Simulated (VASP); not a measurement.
# TaSn (P-6m2) in VASP: relaxation of cell and atoms with PBE

Aim: the relaxation of cell and atoms of TaSn with PBE.

Program: VASP 6.6.1. These are calculated values, not measurements. Logs are shortened: lines on timing, memory, paths and dates and some standing lists are left out, and cuts for length are marked.

### 1 Starting point

Symmetry: P-6m2, No. 187, hexagonal system. Conventional cell: a = 3.500 Å, b = 3.500 Å, c = 5.594 Å, α = 90.00°, β = 90.00°, γ = 120.00°. Ta (site symmetry -6m2) is surrounded by 6 Sn at 3.45 Å and 6 Ta at 3.50 Å. Around Sn (site symmetry -6m2) lie 6 Ta at 3.45 Å and 6 Sn at 3.50 Å.

The cell was built by a generator and needn't be a form met in nature.

### 2 Relaxation of cell and atoms, PBE

INCAR

```
PREC = Normal
ENCUT = 520
EDIFF = 1E-4
ISMEAR = 0
SIGMA = 0.15
LREAL = F
LASPH = T
NELM = 60
ALGO = Fast
ISIF = 3
LWAVE = F
LCHARG = F
GGA = PE
IBRION = 2
NSW = 24
EDIFFG = -0.08
```

KPOINTS

```
regular mesh
0
Gamma
  7 7 4
```

POSCAR

```
TaSn
1.0
    3.4997277000      0.0000000000      0.0000000000
   -1.7498638500      3.0308530900      0.0000000000
    0.0000000000      0.0000000000      5.5941061800
Ta Sn
1 1
Direct
    0.0000000000      0.0000000000      0.5000000000
    0.6666666700      0.3333333300      0.0000000000
```

Potentials or basis: VASP PAW PBE potentials, release 64 (Ta_pv, Sn_d).

Run with:

```sh
$ cat potpaw_PBE.64/Ta_pv/POTCAR potpaw_PBE.64/Sn_d/POTCAR > POTCAR
$ mpirun -np 1 vasp_std > vasp.out
```

OUTCAR:

```text
PREC = Normal
   ENCUT = 520
   EDIFF = 1E-4
   ISMEAR = 0
   LREAL = F
   LASPH = T
   NELM = 60
   ISIF = 3
   GGA = PE
   IBRION = 2
   NSW = 24
   EDIFFG = -0.08

 ion  position               nearest neighbor table
   1  0.000  0.000  0.500-   2 3.45   2 3.45   2 3.45   2 3.45   2 3.45   2 3.45
   2  0.667  0.333  0.000-   1 3.45   1 3.45   1 3.45   1 3.45   1 3.45   1 3.45

  LATTYP: Found a hexagonal cell.
 ALAT       =     3.4997277000
 C/A-ratio  =     1.5984404101

  Lattice vectors:

 A1 = (   3.4997277000,   0.0000000000,   0.0000000000)
 A2 = (  -1.7498638500,   3.0308530900,   0.0000000000)
 A3 = (   0.0000000000,   0.0000000000,   5.5941061800)

Analysis of symmetry for initial positions (statically):
=====================================================================
 Subroutine PRICEL returns:
 Original cell was already a primitive cell.

 Routine SETGRP: Setting up the symmetry group for a
 hexagonal supercell.

 Subroutine GETGRP returns: Found 12 space group operations
 (whereof 12 operations were pure point group operations)
 out of a pool of 24 trial point group operations.

The static configuration has the point symmetry D_3h.

Analysis of symmetry for dynamics (positions and initial velocities):
=====================================================================
 Subroutine PRICEL returns:
 Original cell was already a primitive cell.

 Routine SETGRP: Setting up the symmetry group for a
 hexagonal supercell.

 Subroutine GETGRP returns: Found 12 space group operations
 (whereof 12 operations were pure point group operations)
 out of a pool of 24 trial point group operations.

The dynamic configuration has the point symmetry D_3h.

 Subroutine INISYM returns: Found 12 space group operations
 (whereof 12 operations are pure point group operations),
 and found     1 'primitive' translations

----------------------------------------------------------------------------------------

                                     Primitive cell

  volume of cell :      59.3376

  direct lattice vectors                    reciprocal lattice vectors
     3.499727700  0.000000000  0.000000000     0.285736516  0.164970055  0.000000000
    -1.749863850  3.030853090  0.000000000     0.000000000  0.329940109  0.000000000
     0.000000000  0.000000000  5.594106180     0.000000000  0.000000000  0.178759567

  length of vectors
     3.499727700  3.499727696  5.594106180     0.329940109  0.329940109  0.178759567

  position of ions in fractional coordinates (direct lattice)
     0.000000000  0.000000000  0.500000000
     0.666666670  0.333333330  0.000000000

  ion indices of the primitive-cell ions
   primitive index   ion index
                 1           1
                 2           2

----------------------------------------------------------------------------------------

 KPOINTS: regular mesh

Automatic generation of k-mesh.
 Grid dimensions read from file:
 generate k-points for:    7    7    4

 Generating k-lattice:

  Cartesian coordinates                     Fractional coordinates (reciprocal lattice)
     0.040819502  0.023567151  0.000000000     0.142857143  0.000000000  0.000000000
     0.000000000  0.047134301  0.000000000     0.000000000  0.142857143  0.000000000
     0.000000000  0.000000000  0.044689892     0.000000000  0.000000000  0.250000000

  Length of vectors
     0.047134301  0.047134301  0.044689892

  Shift w.r.t. Gamma in fractional coordinates (k-lattice)
     0.000000000  0.000000000  0.000000000

 Subroutine IBZKPT returns following result:
 ===========================================

 Found     24 irreducible k-points:

 Following reciprocal coordinates:
            Coordinates               Weight
  0.000000  0.000000  0.000000      1.000000
  0.142857  0.000000  0.000000      6.000000
  0.285714 -0.000000  0.000000      6.000000
  0.428571  0.000000  0.000000      6.000000
  0.142857  0.142857  0.000000      6.000000
  0.285714  0.142857  0.000000     12.000000
[... 16 lines left out ...]
  0.428571  0.142857  0.500000      6.000000
  0.285714  0.285714  0.500000      6.000000
   k-points           NKPTS =     24   k-points in BZ     NKDIM =     24   number of bands    NBANDS=     16
   number of dos      NEDOS =    301   number of ions     NIONS =      2
   total plane-waves  NPLWV =  12800
   dimension x,y,z NGX =    20 NGY =   20 NGZ =   32
   dimension x,y,z NGXF=    40 NGYF=   40 NGZF=   64
   ions per type =               1   1
   NGX,Y,Z   is equivalent  to a cutoff of   9.50,  9.50,  9.51 a.u.
   NGXF,Y,Z  is equivalent  to a cutoff of  19.00, 19.00, 19.02 a.u.
 SYSTEM =  unknown system
   PREC   = normal    normal or accurate (medium, high low for compatibility)
   ISTART =      0    job   : 0-new  1-cont  2-samecut
   ICHARG =      2    charge: 1-file 2-atom 10-const
   ISPIN  =      1    spin polarized calculation?
   LNONCOLLINEAR =      F non collinear calculations
   LSORBIT =      F    spin-orbit coupling
   LASPH  =      T    aspherical Exc in radial PAW
   ENCUT  =  520.0 eV  38.22 Ry    6.18 a.u.   6.51  6.51 10.40*2*pi/ulx,y,z
   NELM   =     60;   NELMIN=  2; NELMDL= -5     # of ELM steps
   EDIFF  = 0.1E-03   stopping-criterion for ELM
   LREAL  =      F    real-space projection
   EDIFFG = -.8E-01   stopping-criterion for IOM
   NSW    =     24    number of steps for IOM
   IBRION =      2    ionic relax: 0-MD 1-quasi-New 2-CG
   NFREE  =      1    steps in history (QN), initial steepest desc. (CG)
   ISIF   =      3    stress and relaxation
   ISYM   =      2    0-nonsym 1-usesym 2-fastsym
   POTIM  = 0.5000    time-step for ionic-motion
   TEBEG  =    0.0;   TEEND  =   0.0 temperature during run
   PSTRESS=    0.0 pullay stress
   NELECT =      25.0000    total number of electrons
   NUPDOWN=      -1.0000    fix difference up-down
   EMIN   =  10.00;   EMAX   =-10.00  energy-range for DOS
   EFERMI =   0.00;   METHOD = LEGACY
   ISMEAR =     0;   SIGMA  =   0.15  broadening in eV -4-tet -1-fermi 0-gaus
   EFERMI_NEDOS =   21; number of points for ismear=-14 and -15
   IALGO  =     68    algorithm
   IMIX   =      4    mixing-type and parameters
     AMIX     =   0.40;   BMIX     =  1.00
     AMIX_MAG =   1.60;   BMIX_MAG =  1.00
  volume/ion in A,a.u.               =      29.67       200.21
  Fermi-wavevector in a.u.,A,eV,Ry     =   1.227283  2.319229 20.493431  1.506225
  Thomas-Fermi vector in A             =   2.362253
   LORBIT       =      0    0 simple, 1 ext, 2 COOP (PROOUT), +10 PAW based schemes
   GGA     = PE    functional components
   LHFCALC =     F    Hartree Fock is set to
   AEXX    =    0.0000 exact exchange contribution
   IVDW    =     0    specifies the selected vdW correction
   LEPSILON=     F    determine dielectric tensor
   LRPA    =     F    only Hartree local field effects (RPA)
 conjugate gradient relaxation of ions
 non-spin polarized calculation
 RMM-DIIS sequential band-by-band and
 Gauss-broadening in eV      SIGMA  =   0.15
  energy-cutoff  :      520.00
  volume of cell :       59.34
 maximum number of plane-waves:      1640
   NGX = 13   NGY = 13   NGZ = 21

--------------------------------------- Ionic step        1  -------------------------------------------

 number of electron      24.9999991 magnetization

 Free energy of the ion-electron system (eV)
  ---------------------------------------------------
  ext. energy  EPLUGINS =         0.00000000
  ---------------------------------------------------
  free energy    TOTEN  =       -13.36566469 eV

  energy without entropy =      -13.32639925  energy(sigma->0) =      -13.34603197

------------------------ aborting loop because EDIFF is reached ----------------------------------------

  FORCE on cell =-STRESS in cart. coord.  units (eV):
  Direction    XX          YY          ZZ          XY          YZ          ZX
  --------------------------------------------------------------------------------------
  -------------------------------------------------------------------------------------
  Total       -7.4152185     -7.4152184     -8.5369232      0.0000000     -0.0000000     -0.0000000
  in kB     -200.2187229   -200.2187224   -230.5059347      0.0000000     -0.0000000     -0.0000000
  external PRESSURE =    -210.3144600 kB  Pullay stress =       0.0000000 kB

 VOLUME and BASIS-vectors are now :
 -----------------------------------------------------------------------------
  energy-cutoff  :      520.00
  volume of cell :       59.34
      direct lattice vectors                 reciprocal lattice vectors
     3.499727700  0.000000000  0.000000000     0.285736516  0.164970055  0.000000000
    -1.749863850  3.030853090  0.000000000     0.000000000  0.329940109  0.000000000
     0.000000000  0.000000000  5.594106180     0.000000000  0.000000000  0.178759567

 POSITION                                       TOTAL-FORCE (eV/Angst)
 -----------------------------------------------------------------------------------
      0.00000      0.00000      2.79705         0.000000      0.000000      0.000000
      1.74986      1.01028      0.00000        -0.000000      0.000000      0.000000
 -----------------------------------------------------------------------------------
    total drift:                               -0.000008      0.000005     -0.000000

  FREE ENERGIE OF THE ION-ELECTRON SYSTEM (eV)
  ---------------------------------------------------
  free  energy   TOTEN  =       -13.3656646893 eV

  energy  without entropy=      -13.3263992544  energy(sigma->0) =      -13.34603197

--------------------------------------- Ionic step        2  -------------------------------------------

 number of electron      24.9999994 magnetization

 E-fermi :  11.9548     XC(G=0): -13.2182

 val. band max:       11.9307469994   @ k =   0.2857   0.1429   0.5000
 cond. band min:      12.0622063430   @ k =   0.2857   0.2857   0.5000
 fundamental gap:      0.1314593436
 Fermi energy:        11.9548084912

 k-point     1 :       0.0000    0.0000    0.0000
  band No.  band energies     occupation
      1     -22.6800      2.00000
      2     -21.6868      2.00000
      3     -21.6868      2.00000
      4     -10.3576      2.00000
      5     -10.3576      2.00000
      6     -10.3520      2.00000
[... 8 lines left out ...]
     15      15.0295      0.00000
     16      16.9207      0.00000
[... 637 lines left out ...]
 POSITION                                       TOTAL-FORCE (eV/Angst)
 -----------------------------------------------------------------------------------
      3.20020     -0.00000      2.32223        -0.000000     -0.000000     -0.000000
      1.60010      0.92382     -0.00000         0.000000      0.000000      0.000000
 -----------------------------------------------------------------------------------
    total drift:                               -0.000006      0.000003     -0.000000

  FREE ENERGIE OF THE ION-ELECTRON SYSTEM (eV)
  ---------------------------------------------------
  free  energy   TOTEN  =       -15.3169827096 eV

  energy  without entropy=      -15.3013421556  energy(sigma->0) =      -15.30916243

--------------------------------------- Ionic step        8  -------------------------------------------

 number of electron      25.0000018 magnetization

 Free energy of the ion-electron system (eV)
  ---------------------------------------------------
  ext. energy  EPLUGINS =         0.00000000
  ---------------------------------------------------
  free energy    TOTEN  =       -15.32528063 eV

  energy without entropy =      -15.30973955  energy(sigma->0) =      -15.31751009

 E-fermi :   8.7907     XC(G=0): -11.9565

 val. band max:        8.7830578302   @ k =   0.4286   0.1429   0.5000
 cond. band min:       8.8663348286   @ k =   0.2857   0.1429   0.5000
 fundamental gap:      0.0832769984
 Fermi energy:         8.7906579301

 k-point     1 :       0.0000    0.0000    0.0000
  band No.  band energies     occupation
      1     -26.1584      2.00000
      2     -25.6910      2.00000
      3     -25.6910      2.00000
      4     -12.9226      2.00000
      5     -12.9226      2.00000
      6     -12.8389      2.00000
[... 8 lines left out ...]
     15      10.8975      0.00000
     16      12.7608      0.00000
[... 457 lines left out ...]
 POSITION                                       TOTAL-FORCE (eV/Angst)
 -----------------------------------------------------------------------------------
     -0.00000     -0.00000      2.31270        -0.000000      0.000000     -0.000000
      1.58505      0.91513     -0.00000         0.000000     -0.000000      0.000000
 -----------------------------------------------------------------------------------
    total drift:                               -0.000008      0.000004     -0.000000

  FREE ENERGIE OF THE ION-ELECTRON SYSTEM (eV)
  ---------------------------------------------------
  free  energy   TOTEN  =       -15.3252806267 eV

  energy  without entropy=      -15.3097395505  energy(sigma->0) =      -15.31751009

 reached required accuracy - stopping structural energy minimisation
```

Wall time 36 s (1 thread of AMD EPYC 9R14 (Zen 4), shared host); peak memory 0.13 GiB.

Results:

```
Free energy                            : -15.3253 eV
Relaxed volume                         : 20.13 Å³/atom
Relaxed cell                           : a = 3.170 Å, b = 3.170 Å, c = 4.625 Å, α = 90.00°, β = 90.00°, γ = 120.00°
Space group after relaxing (to 0.05 Å) : P-6m2 (No. 187)
Energy gained by relaxing              : 979.8 meV/atom
Ionic steps                            : 8
Pressure after relaxing                : 0.2 GPa
Band gap on the k mesh                 : none (metal or under the smearing width)
```

Stress tensor (GPa, compression positive):
```
 0.28  0.00  0.00
 0.00  0.28  0.00
 0.00  0.00 -0.08
```

The path:
| step | energy change (eV) | largest force (eV/Å) | pressure (GPa) | volume (Å³) |
| --- | --- | --- | --- | --- |
| 1 | 0.0000 | 0.0000 | -21.03 | 59.34 |
| 2 | -0.7070 | 0.0000 | 56.81 | 31.77 |
| 3 | -1.8873 | 0.0000 | -1.98 | 40.71 |
| 4 | -1.8910 | 0.0000 | 0.44 | 40.22 |
| 5 | -1.9549 | 0.0000 | 2.27 | 39.65 |
| 6 | -1.9554 | 0.0000 | 2.34 | 39.69 |
| 7 | -1.9513 | 0.0000 | -2.42 | 41.19 |
| 8 | -1.9596 | 0.0000 | 0.16 | 40.26 |

Final structure:
```
Ta Sn
1.0
     3.17010    0.00000    0.00000
    -1.58505    2.74539    0.00000
     0.00000    0.00000    4.62540
Ta Sn
1 1
Direct
  0.00000 0.00000 0.50000
  0.66667 0.33333 0.00000
```

Levels at points of the mesh, in eV from the Fermi level:
```tsv
k point	band 9	band 10	band 11	band 12	band 13	band 14	band 15	band 16
(0.00, 0.00, 0.00)	-11.83	-3.99	-2.93	0.10	0.10	2.11	2.11	3.97
(0.00, 0.00, 0.50)	-10.64	-7.50	-1.58	0.33	0.33	1.77	1.77	7.66
```

Caveat: the volume moved by over 15 % at a fixed basis, so the end points are rough; the relaxation stopped at a loose force limit of 0.08 eV/Å, so its end isn't a converged minimum.
